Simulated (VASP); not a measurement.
Given:

```xyz
2
Lattice="0.0000 2.2131 2.2131 2.2131 0.0000 2.2131 2.2131 2.2131 0.0000" Properties=species:S:1:pos:R:3 pbc="T T T"
Si     0.0000     0.0000     0.0000
C      1.1066     1.1066     1.1066
```

Computed with vdW-DF2, VASP's PBE PAW potentials (set 64) (plane waves; VASP). Settings: 520 eV cut-off, 11×11×11 Γ-centred mesh, tetrahedra with Blöchl corrections, potentials Si C.

Q: What does the run give for the energy per atom (σ→0)?

A: 
* **energy per atom (σ→0)**: -5.813 eV/atom

The absolute energy has meaning only against runs of the same code, potentials and settings.

The compound is SiC in the zinc blende structure. It was relaxed first.
